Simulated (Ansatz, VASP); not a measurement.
Si3Br2 in VASP and in Ansatz

```xyz
5
Lattice="4.2392 2.4475 2.1376 -4.2392 2.4475 2.1376 0.0000 -4.8951 2.1376" Properties=species:S:1:pos:R:3 pbc="T T T"
Si   -2.1196    1.2238    1.0688
Si    2.1196    1.2238    1.0688
Si    0.0000   -2.4475    1.0688
Br    0.0000    0.0000    4.7005
Br    0.0000    0.0000    1.7124
```

Change from the starting cell: ordered vacancies on the cation sites of cuprite (R-3m, No. 166).

Alike in both runs: task relaxation of cell and atoms; functional PBE; k mesh 12 × 12 × 12; occupations gaussian, width 0.1 eV; no spin polarisation.

```csv
,VASP,Ansatz
version,VASP 6.6.1,Ansatz 0.2.0
potentials or method,"VASP PAW PBE potentials, release 64 (Si, Br)","scalar-relativistic, plane waves, PAW"
plane-wave cutoff (eV),600,420
valence electrons in the cell,26,26
```

|  | VASP | Ansatz | Ansatz less VASP |
| --- | --- | --- | --- |
| gap on the k mesh at the Fermi level, each at its own relaxed structure (eV) | none | none | - |
| relaxed volume (Å³/atom) | 26.65 | 26.62 | -0.028 |
| relaxed cell length with the largest relative difference (Å) | 5.345 | 5.343 | -0.0014 |

A gap of «none» marks a metal or a gap that the smearing closes.
